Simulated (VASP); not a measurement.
All values below come from PBEsol GGA, VASP's PBE PAW potentials (set 64) (plane waves; VASP).

Input for VASP

**INCAR**
```
EDIFF  =  1E-7   ! SCF stop (eV)
SYSTEM  =  ZnSe
SIGMA  =  0.05
ALGO  =  Normal
ENCUT  =  480
PREC  =  Accurate
LCHARG  =  .FALSE.
LMAXMIX  =  4   ! l cut-off of mixed one-centre charges
LREAL  =  .FALSE.
LASPH  =  .TRUE.   ! aspherical one-centre terms
ISIF  =  2   ! forces and stress, cell fixed
NELM  =  100   ! most electronic steps
ISMEAR  =  0
LWAVE  =  .FALSE.
GGA  =  PS   ! PBEsol
```

### KPOINTS
```
K-points
0
gamma
8 8 8
```

File POSCAR:
```
ZnSe
4.0444190
  0.0000000000   0.6965808460   0.7174782714
  0.6965808460   0.0000000000   0.7174782714
  0.6965808460   0.6965808460   0.0000000000
Zn Se
1 1
Cartesian
  0.0000000000   0.0000000000   0.0000000000
  0.3482904230   0.3482904230   0.3587391357
```

POTCAR, in this order: Zn Se (PBE.64 set). Program: vasp_std.

What VASP printed:

OSZICAR:
```
       N       E                     dE             d eps       ncg     rms          rms(c)
DAV:   1     0.810705527597E+02    0.81071E+02   -0.86448E+03  1534   0.149E+03
DAV:   2    -0.177021503306E+01   -0.82841E+02   -0.79227E+02  1654   0.263E+02
DAV:   3    -0.701789856699E+01   -0.52477E+01   -0.52169E+01  1864   0.666E+01
DAV:   4    -0.706811403062E+01   -0.50215E-01   -0.50202E-01  1674   0.698E+00
DAV:   5    -0.706838947440E+01   -0.27544E-03   -0.27544E-03  1859   0.495E-01    0.475E+00
DAV:   6    -0.678294426562E+01    0.28545E+00   -0.81736E-01  2043   0.330E+01    0.366E+00
DAV:   7    -0.676623392602E+01    0.16710E-01   -0.20746E-01  1674   0.479E+00    0.158E+00
DAV:   8    -0.676407240016E+01    0.21615E-02   -0.38124E-03  1829   0.680E-01    0.453E-01
DAV:   9    -0.676385351034E+01    0.21889E-03   -0.80041E-04  1817   0.395E-01    0.665E-02
DAV:  10    -0.676390003776E+01   -0.46527E-04   -0.18154E-04  1739   0.182E-01    0.190E-02
DAV:  11    -0.676390152312E+01   -0.14854E-05   -0.24238E-05  1890   0.771E-02    0.411E-03
DAV:  12    -0.676390182482E+01   -0.30170E-06   -0.60551E-06  1817   0.177E-02    0.232E-03
DAV:  13    -0.676390182729E+01   -0.24711E-08   -0.49481E-07  1694   0.895E-03
   1 F= -.67639018E+01 E0= -.67639018E+01  d E =-.168430E-14
```

**OUTCAR**
```
------------------------ aborting loop because EDIFF is reached ----------------------------------------
  FORCE on cell =-STRESS in cart. coord.  units (eV):
  Direction    XX          YY          ZZ          XY          YZ          ZX
  --------------------------------------------------------------------------------------
  Total       -0.3615272     -0.3615272     -0.6880962      0.0000000      0.0000000      0.0000000
  in kB      -12.5748064    -12.5748064    -23.9336816      0.0000000      0.0000000      0.0000000
  external PRESSURE =     -16.3610981 kB  Pullay stress =       0.0000000 kB
  volume of cell :       46.06
      direct lattice vectors                 reciprocal lattice vectors
     0.000000000  2.817264809  2.901782753    -0.177477104  0.177477104  0.172307868
     2.817264809  0.000000000  2.901782753     0.177477104 -0.177477104  0.172307868
     2.817264809  2.817264809  0.000000000     0.177477104  0.177477104 -0.172307868
  FREE ENERGIE OF THE ION-ELECTRON SYSTEM (eV)
  ---------------------------------------------------
  free  energy   TOTEN  =        -6.7639018273 eV

  energy  without entropy=       -6.7639018273  energy(sigma->0) =       -6.76390183
```
(Selected blocks of OUTCAR.)

The compound is ZnSe in the zinc blende structure. This cell was strained or had an atom moved on purpose.
